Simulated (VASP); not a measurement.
Input:

```
MoSe
1.0
    5.44697     0.00000     0.00000
   -2.72348     4.71721     0.00000
    0.00000     0.00000     4.39523
Mo Se
3 3
Cartesian
  2.72348   0.00000   0.00000
  1.36174   2.35861   0.00000
 -1.36174   2.35861   0.00000
  0.00000   0.00000   0.00000
  0.00000   3.14481   2.19762
  2.72349   1.57240   2.19762
```

The numbers are results of PBE GGA, VASP's PBE PAW potentials (set 64) (plane waves; VASP 6.6.1), not measurements. Run with 300 eV cut-off, 3×3×3 Γ-centred mesh, Fermi-Dirac smearing of 0.10 eV, potentials Mo_sv Se.

At this cut-off the stress carries a Pulay error, which pulls relaxed volumes low.

Give the stress tensor in GPa (positive for a compressed cell).

```
 5.16   0.00   0.00
 0.00   5.16   0.00
 0.00   0.00  -5.40
```
The pressure is its mean diagonal, 1.64 GPa.

The structure was generated: MoSe was put into an ordered model structure, which need not be its known phase. The cell was not relaxed at this level. The k-mesh is coarse (spacing up to 0.48 per Å, 2π included), so the numbers may not be converged in it.
